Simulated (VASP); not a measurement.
# Ta4NiO11 (F-43m) in VASP: notebook

One crystal, Ta4NiO11, is run at these levels: PBE, LDA, PBEsol; tasks: band structure.

Everything below comes from runs of VASP 6.6.1. Logs are shortened: lines on timing, memory, paths and dates and some standing lists are left out, and cuts for length are marked.

## 1. The structure

The structure is cubic, space group F-43m (No. 216). Conventional cell: a = 9.734 Å, b = 9.734 Å, c = 9.734 Å, α = 90.00°, β = 90.00°, γ = 90.00°. Ta (site symmetry 3m) has 6 O at 1.91 to 2.11 Å as nearest neighbours. Ni (site symmetry -43m) has 10 O at 2.64 to 2.92 Å as nearest neighbours. O (site symmetry -43m) is surrounded by 12 O at 3.48 Å. O (site symmetry 3m) is surrounded by 3 Ta at 2.11 Å. Around O (site symmetry 2mm) lie 2 Ta at 1.91 Å.

The cell was built by a generator and needn't be a form met in nature.

## 2. Band structure, PBE, collinear spin, ferromagnetic start

POSCAR

```
Ta4NiO11                                
1.0
    0.0000047160      4.8671240433      4.8671240433
    4.8671240433      0.0000047160      4.8671240433
    4.8671240433      4.8671240433      0.0000047160
  Ta              Ni              O             
     4     1    11
Direct
     0.6299550288707307    0.1101389441614850    0.6299550288707307
     0.6299555441308831    0.6299555441308831    0.6299555441308831
     0.1101389441614850    0.6299550288707307    0.6299550288707307
     0.6299550288707307    0.6299550288707307    0.1101389441614850
     0.0000001625849665    0.0000001625849665    0.0000001625849665
     0.2499997365731331    0.2499997365731331    0.2499997365731331
     0.8435944467964557    0.4692195812332750    0.8435944467964557
     0.8435938827223238    0.8435938827223238    0.8435938827223238
     0.4692195812332750    0.8435944467964557    0.8435944467964557
     0.8435944467964557    0.8435944467964557    0.4692195812332750
     0.3001589890282159    0.6998430393553967    0.6998430393553967
     0.6998431622859486    0.3001574836173066    0.3001574836173066
     0.6998430393553967    0.6998430393553967    0.3001589890282159
     0.3001574836173066    0.3001574836173066    0.6998431622859486
     0.3001574836173066    0.6998431622859486    0.3001574836173066
     0.6998430393553967    0.3001589890282159    0.6998430393553967
```

INCAR.step1

```
PREC     = Accurate       # precision mode
ENCUT    = 520            # plane-wave cutoff, eV
EDIFF    = 1E-7           # SCF threshold, eV
ISMEAR   = -1             # smearing method
SIGMA    = 0.05           # smearing width, eV
LREAL    = False          # projectors in reciprocal space
LASPH    = True           # aspherical terms in the spheres
NELM     = 150            # most SCF steps
ALGO     = Normal         # electronic algorithm
ISIF     = 2              # what is computed and relaxed
LWAVE    = False          # write WAVECAR
LCHARG   = True           # write CHGCAR
ISPIN    = 2              # spin polarisation
MAGMOM   = 0 0 0 0 1 0 0 0 0 0 0 0 0 0 0 0 # initial moments
LORBIT   = 11             # projections on sites
LMAXMIX  = 4              # l up to which the mixer works
GGA      = PE             # functional
NBANDS   = 78             # bands
KPAR     = 4
```

KPOINTS.step1

```
regular mesh
0
Gamma
  5 5 5
```

INCAR.step2

```
PREC     = Accurate       # precision mode
ENCUT    = 520            # plane-wave cutoff, eV
EDIFF    = 1E-7           # SCF threshold, eV
ISMEAR   = 0              # smearing method
SIGMA    = 0.05           # smearing width, eV
LREAL    = False          # projectors in reciprocal space
LASPH    = True           # aspherical terms in the spheres
NELM     = 150            # most SCF steps
ALGO     = Normal         # electronic algorithm
ISIF     = 2              # what is computed and relaxed
LWAVE    = False          # write WAVECAR
LCHARG   = False          # write CHGCAR
ISPIN    = 2              # spin polarisation
MAGMOM   = 0 0 0 0 1 0 0 0 0 0 0 0 0 0 0 0 # initial moments
LORBIT   = 11             # projections on sites
LMAXMIX  = 4              # l up to which the mixer works
GGA      = PE             # functional
NBANDS   = 78             # bands
KPAR     = 4            
ICHARG   = 11             # starting density
```

KPOINTS.step2

```
path GXWKGLUWLK,UX
10
line-mode
reciprocal
 0.0000000000  0.0000000000  0.0000000000  G
 0.5000000000  0.0000000000  0.5000000000  X

 0.5000000000  0.0000000000  0.5000000000  X
 0.5000000000  0.2500000000  0.7500000000  W

 0.5000000000  0.2500000000  0.7500000000  W
 0.3750000000  0.3750000000  0.7500000000  K

 0.3750000000  0.3750000000  0.7500000000  K
 0.0000000000  0.0000000000  0.0000000000  G

 0.0000000000  0.0000000000  0.0000000000  G
 0.5000000000  0.5000000000  0.5000000000  L

 0.5000000000  0.5000000000  0.5000000000  L
 0.6250000000  0.2500000000  0.6250000000  U

 0.6250000000  0.2500000000  0.6250000000  U
 0.5000000000  0.2500000000  0.7500000000  W

 0.5000000000  0.2500000000  0.7500000000  W
 0.5000000000  0.5000000000  0.5000000000  L

 0.5000000000  0.5000000000  0.5000000000  L
 0.3750000000  0.3750000000  0.7500000000  K

 0.6250000000  0.2500000000  0.6250000000  U
 0.5000000000  0.0000000000  0.5000000000  X
```

Potentials or basis: VASP PAW PBE potentials, release 64 (Ta_pv, Ni, O).

Launch:

```sh
$ cat potpaw_PBE.64/Ta_pv/POTCAR potpaw_PBE.64/Ni/POTCAR potpaw_PBE.64/O/POTCAR > POTCAR
$ cp INCAR.step1 INCAR
$ cp KPOINTS.step1 KPOINTS
$ mpirun -np 4 vasp_std > vasp.out
$ cp INCAR.step2 INCAR
$ cp KPOINTS.step2 KPOINTS
$ mpirun -np 4 vasp_std > vasp.out
```

OUTCAR:

```text
PREC = Accurate
   ENCUT = 520
   EDIFF = 1E-7
   ISMEAR = 0
   LREAL = False
   LASPH = True
   NELM = 150
   ISIF = 2
   ISPIN = 2
   LORBIT = 11
   GGA = PE
   ICHARG = 11

 ion  position               nearest neighbor table
   1  0.630  0.110  0.630-  16 1.91  14 1.91  12 1.91   8 2.11  10 2.11   9 2.11   2 3.31   3 3.31
                             4 3.31   4 3.58   3 3.58   2 3.58
   2  0.630  0.630  0.630-  11 1.91  13 1.91  16 1.91   7 2.11   9 2.11  10 2.11   1 3.31   3 3.31
                             4 3.31   4 3.58   1 3.58   3 3.58
   3  0.110  0.630  0.630-  11 1.91  14 1.91  15 1.91   8 2.11  10 2.11   7 2.11   2 3.31   1 3.31
                             4 3.31   1 3.58   4 3.58   2 3.58
   4  0.630  0.630  0.110-  13 1.91  12 1.91  15 1.91   8 2.11   9 2.11   7 2.11   2 3.31   1 3.31
                             3 3.31   1 3.58   3 3.58   2 3.58
   5  0.000  0.000  0.000-
   6  0.250  0.250  0.250-
   7  0.844  0.469  0.844-   2 2.11   3 2.11   4 2.11
   8  0.844  0.844  0.844-   1 2.11   3 2.11   4 2.11
   9  0.469  0.844  0.844-   2 2.11   1 2.11   4 2.11
  10  0.844  0.844  0.469-   2 2.11   1 2.11   3 2.11
  11  0.300  0.700  0.700-   3 1.91   2 1.91
  12  0.700  0.300  0.300-   1 1.91   4 1.91
  13  0.700  0.700  0.300-   4 1.91   2 1.91
  14  0.300  0.300  0.700-   1 1.91   3 1.91
  15  0.300  0.700  0.300-   3 1.91   4 1.91
  16  0.700  0.300  0.700-   1 1.91   2 1.91

  LATTYP: Found a face centered cubic cell.
 ALAT       =     9.7342480866

  Lattice vectors:

 A1 = (   0.0000047160,   4.8671240433,   4.8671240433)
 A2 = (   4.8671240433,   0.0000047160,   4.8671240433)
 A3 = (   4.8671240433,   4.8671240433,   0.0000047160)

Analysis of symmetry for initial positions (statically):
=====================================================================
 Subroutine PRICEL returns:
 Original cell was already a primitive cell.

 Routine SETGRP: Setting up the symmetry group for a
 face centered cubic supercell.

 Subroutine GETGRP returns: Found 24 space group operations
 (whereof 24 operations were pure point group operations)
 out of a pool of 48 trial point group operations.

The static configuration has the point symmetry T_d .

Analysis of symmetry for dynamics (positions and initial velocities):
=====================================================================
 Subroutine PRICEL returns:
 Original cell was already a primitive cell.

 Routine SETGRP: Setting up the symmetry group for a
 face centered cubic supercell.

 Subroutine GETGRP returns: Found 24 space group operations
 (whereof 24 operations were pure point group operations)
 out of a pool of 48 trial point group operations.

The dynamic configuration has the point symmetry T_d .

Analysis of structural, dynamic, and magnetic symmetry:
=====================================================================
 Subroutine PRICEL returns:
 Original cell was already a primitive cell.

 Routine SETGRP: Setting up the symmetry group for a
 face centered cubic supercell.

 Subroutine GETGRP returns: Found 24 space group operations
 (whereof 24 operations were pure point group operations)
 out of a pool of 48 trial point group operations.

The overall configuration has the point symmetry T_d .

 Subroutine INISYM returns: Found 24 space group operations
 (whereof 24 operations are pure point group operations),
 and found     1 'primitive' translations

----------------------------------------------------------------------------------------

                                     Primitive cell

  volume of cell :     230.5933

  direct lattice vectors                    reciprocal lattice vectors
     0.000004716  4.867124043  4.867124043    -0.102730221  0.102730121  0.102730121
     4.867124043  0.000004716  4.867124043     0.102730121 -0.102730221  0.102730121
     4.867124043  4.867124043  0.000004716     0.102730121  0.102730121 -0.102730221

  length of vectors
     6.883152832  6.883152832  6.883152832     0.177933847  0.177933847  0.177933847
[... 107 lines left out ...]
[... 41 lines left out ...]
  free energy    TOTEN  =      -138.97059736 eV

  energy without entropy =     -138.92637275  energy(sigma->0) =     -138.94848505

 E-fermi :   2.8979     XC(G=0):  -9.7977

 val. band max:        2.8964172430   @ k =   0.5139   0.2500   0.7361
 cond. band min:       2.8993368965   @ k =   0.4722   0.2778   0.7500
 fundamental gap:      0.0029196535
 Fermi energy:         2.8978508553

 spin component 1

 k-point     1 :       0.0000    0.0000    0.0000
  band No.  band energies     occupation
      1     -34.2101      1.00000
      2     -34.0984      1.00000
      3     -34.0984      1.00000
      4     -34.0983      1.00000
      5     -34.0426      1.00000
      6     -34.0426      1.00000
[... 1789 lines left out ...]
     71       5.6490      0.00000
     72       5.8429      0.00000

 [... further k-points ...]

 spin component 2

 k-point     1 :       0.0000    0.0000    0.0000
  band No.  band energies     occupation
      1     -34.2139      1.00000
      2     -34.1007      1.00000
      3     -34.1007      1.00000
      4     -34.1006      1.00000
      5     -34.0445      1.00000
      6     -34.0445      1.00000
[... 1789 lines left out ...]
     71       5.7004      0.00000
     72       5.8417      0.00000

 [... further k-points ...]

 [bands above 72 left out]

------------------------ aborting loop because EDIFF is reached ----------------------------------------

  FORCE on cell =-STRESS in cart. coord.  units (eV):
  Direction    XX          YY          ZZ          XY          YZ          ZX
  --------------------------------------------------------------------------------------
  -------------------------------------------------------------------------------------
  Total      -18.1010536    -18.1010536    -18.1010536     -0.0000175     -0.0000175     -0.0000175
  in kB     -125.7673259   -125.7673259   -125.7673259     -0.0001219     -0.0001219     -0.0001219
  external PRESSURE =    -125.7673259 kB  Pullay stress =       0.0000000 kB

 VOLUME and BASIS-vectors are now :
 -----------------------------------------------------------------------------
  energy-cutoff  :      520.00
  volume of cell :      230.59
      direct lattice vectors                 reciprocal lattice vectors
     0.000004716  4.867124043  4.867124043    -0.102730221  0.102730121  0.102730121
     4.867124043  0.000004716  4.867124043     0.102730121 -0.102730221  0.102730121
     4.867124043  4.867124043  0.000004716     0.102730121  0.102730121 -0.102730221

 POSITION                                       TOTAL-FORCE (eV/Angst)
 -----------------------------------------------------------------------------------
      3.60213      6.13214      3.60213        -0.032236      0.032236     -0.032236
      6.13215      6.13215      6.13215         0.032236      0.032236      0.032236
      6.13214      3.60213      3.60213         0.032236     -0.032236     -0.032236
      3.60213      3.60213      6.13214        -0.032236     -0.032236      0.032236
      0.00000      0.00000      0.00000        -0.000000      0.000000     -0.000000
      2.43356      2.43356      2.43356        -0.000000      0.000000     -0.000000
[... 8 lines left out ...]
      4.86713      2.92181      4.86713        -0.000000     -0.035501     -0.000000
      4.86714      6.81245      4.86714         0.000000      0.035501      0.000000
 -----------------------------------------------------------------------------------
    total drift:                               -0.057901     -0.057901     -0.057902

  FREE ENERGIE OF THE ION-ELECTRON SYSTEM (eV)
  ---------------------------------------------------
  free  energy   TOTEN  =      -138.9705973564 eV

  energy  without entropy=     -138.9263727526  energy(sigma->0) =     -138.94848505

 total charge

# of ion       s       p       d       tot
------------------------------------------
    1        0.345   6.313   2.203   8.861
    2        0.345   6.313   2.203   8.861
    3        0.345   6.313   2.203   8.861
    4        0.345   6.313   2.203   8.861
    5        0.095   0.057   8.142   8.294
    6        1.594   3.197   0.000   4.791
[... 8 lines left out ...]
   15        1.574   3.516   0.000   5.090
   16        1.574   3.516   0.000   5.090
--------------------------------------------------
tot         18.790  63.572  16.954  99.316

 magnetization (x)

# of ion       s       p       d       tot
------------------------------------------
    1       -0.000   0.000  -0.001  -0.001
    2       -0.000   0.000  -0.001  -0.001
    3       -0.000   0.000  -0.001  -0.001
    4       -0.000   0.000  -0.001  -0.001
    5        0.003   0.001   1.380   1.385
    6       -0.000   0.106   0.000   0.105
[... 8 lines left out ...]
   15        0.000   0.000   0.000   0.000
   16        0.000   0.000   0.000   0.000
--------------------------------------------------
tot          0.006   0.131   1.377   1.513
```

Run time: 29 min. Hardware: 4 MPI ranks of AMD EPYC 7R13 (Zen 3), shared host; peak memory 2.2 GiB.

Results:

| Quantity | Value |
| --- | --- |
| Band gap along the path | none (metal or under the smearing width) |
| Net moment | 1.07 μB per cell |

Levels at the corners of the path, in eV from the Fermi level:
Spin up:
```
point  band 57  band 58  band 59  band 60  band 61  band 62  band 63  band 64  band 65  band 66
    Γ    -0.97    -0.97    -0.12    -0.12    -0.04    -0.04    -0.04     0.45     1.08     1.08
    X    -1.02    -0.96    -0.18    -0.06    -0.06     1.28     1.46     1.46     1.54     1.57
    X    -1.02    -0.96    -0.18    -0.06    -0.06     1.28     1.46     1.46     1.54     1.57
    W    -1.00    -0.97    -0.14    -0.10    -0.06     1.10     1.42     1.43     1.47     1.72
    W    -1.00    -0.97    -0.14    -0.10    -0.06     1.10     1.42     1.43     1.47     1.72
    K    -1.01    -0.97    -0.15    -0.09    -0.05     1.13     1.30     1.38     1.57     1.59
    K    -1.01    -0.97    -0.15    -0.09    -0.05     1.13     1.30     1.38     1.57     1.59
    Γ    -0.97    -0.97    -0.12    -0.12    -0.04    -0.04    -0.04     0.45     1.08     1.08
    Γ    -0.97    -0.97    -0.12    -0.12    -0.04    -0.04    -0.04     0.45     1.08     1.08
    L    -0.97    -0.97    -0.18    -0.05    -0.05     0.92     0.92     0.94     1.41     1.41
    L    -0.97    -0.97    -0.18    -0.05    -0.05     0.92     0.92     0.94     1.41     1.41
    U    -1.01    -0.97    -0.15    -0.09    -0.05     1.13     1.30     1.38     1.57     1.59
    U    -1.01    -0.97    -0.15    -0.09    -0.05     1.13     1.30     1.38     1.57     1.59
    W    -1.00    -0.97    -0.14    -0.10    -0.06     1.10     1.42     1.43     1.47     1.72
    W    -1.00    -0.97    -0.14    -0.10    -0.06     1.10     1.42     1.43     1.47     1.72
    L    -0.97    -0.97    -0.18    -0.05    -0.05     0.92     0.92     0.94     1.41     1.41
    L    -0.97    -0.97    -0.18    -0.05    -0.05     0.92     0.92     0.94     1.41     1.41
    K    -1.01    -0.97    -0.15    -0.09    -0.05     1.13     1.30     1.38     1.57     1.59
    U    -1.01    -0.97    -0.15    -0.09    -0.05     1.13     1.30     1.38     1.57     1.59
    X    -1.02    -0.96    -0.18    -0.06    -0.06     1.28     1.46     1.46     1.54     1.57
```
Spin down:
| point | band 58 | band 59 | band 60 | band 61 | band 62 | band 63 |
| --- | --- | --- | --- | --- | --- | --- |
| Γ | -0.13 | -0.10 | -0.10 | 0.04 | 0.04 | 0.04 |
| X | -0.13 | -0.09 | 0.01 | 0.01 | 1.28 | 1.46 |
| X | -0.13 | -0.09 | 0.01 | 0.01 | 1.28 | 1.46 |
| W | -0.13 | -0.03 | -0.03 | 0.01 | 1.16 | 1.42 |
| W | -0.13 | -0.03 | -0.03 | 0.01 | 1.16 | 1.42 |
| K | -0.12 | -0.06 | -0.01 | 0.01 | 1.19 | 1.31 |
| K | -0.12 | -0.06 | -0.01 | 0.01 | 1.19 | 1.31 |
| Γ | -0.13 | -0.10 | -0.10 | 0.04 | 0.04 | 0.04 |
| Γ | -0.13 | -0.10 | -0.10 | 0.04 | 0.04 | 0.04 |
| L | -0.13 | -0.06 | 0.02 | 0.02 | 0.92 | 0.92 |
| L | -0.13 | -0.06 | 0.02 | 0.02 | 0.92 | 0.92 |
| U | -0.12 | -0.06 | -0.01 | 0.01 | 1.19 | 1.31 |
| U | -0.12 | -0.06 | -0.01 | 0.01 | 1.19 | 1.31 |
| W | -0.13 | -0.03 | -0.03 | 0.01 | 1.16 | 1.42 |
| W | -0.13 | -0.03 | -0.03 | 0.01 | 1.16 | 1.42 |
| L | -0.13 | -0.06 | 0.02 | 0.02 | 0.92 | 0.92 |
| L | -0.13 | -0.06 | 0.02 | 0.02 | 0.92 | 0.92 |
| K | -0.12 | -0.06 | -0.01 | 0.01 | 1.19 | 1.31 |
| U | -0.12 | -0.06 | -0.01 | 0.01 | 1.19 | 1.31 |
| X | -0.13 | -0.09 | 0.01 | 0.01 | 1.28 | 1.46 |

Caveat: the log is that of the step along the path at fixed density, whose energy, stress, charges and moments have no meaning; spin-orbit coupling is left out, which moves the levels of the heavy elements; a cell with one magnetic atom can't hold antiferromagnetic order, which such compounds often take; semilocal functionals often make such compounds metallic where correlation or magnetic order opens a gap, which also shifts bond lengths.

(Part 1 of 2 ends here.)
